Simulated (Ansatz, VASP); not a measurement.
# Ni2HgP2: VASP beside Ansatz

```
CELL_PARAMETERS angstrom
0.00000 4.07500 0.00000
4.07500 0.00000 0.00000
2.03750 2.03750 -4.43072
ATOMIC_POSITIONS crystal
P 0.37071 0.37071 0.25859
P 0.62929 0.62929 0.74141
Hg 0.00000 0.00000 0.00000
Ni 0.75000 0.25000 0.50000
Ni 0.25000 0.75000 0.50000
```

The cell was built by a generator and needn't be a form met in nature.

Alike in both runs: functional PBE; k mesh 5 × 5 × 5; no spin polarisation.

Ansatz relaxed the structure, and its values are those at the end. VASP's run is a single point on that final structure, the one shown.

```csv
,VASP,Ansatz
version,VASP 6.6.1,Ansatz 0.2.0
potentials or method,"VASP PAW PBE potentials, release 64 (P, Hg, Ni)",PAW plane waves
plane-wave cutoff (eV),520,420
occupations,"fermi-dirac, width 0.1 eV",fermi-dirac
valence electrons in the cell,42,66
```

VASP gave:

- gap on the k mesh at the Fermi level (eV): none
- pressure (GPa): 0.2
- rms of the force components (eV/Å): 0.013

What did Ansatz give for the same quantities?

gap on the k mesh at the Fermi level (eV): none; pressure (GPa): 0.0; rms of the force components (eV/Å): 0.000.

A gap of «none» marks a metal or a gap that the smearing closes. The two sets of potentials don't hold the same shells in valence.

The runs have no spin-orbit coupling, so splittings on Hg are missing. Spin polarisation is off, so any magnetic state and its effect on volume and gap are missing.
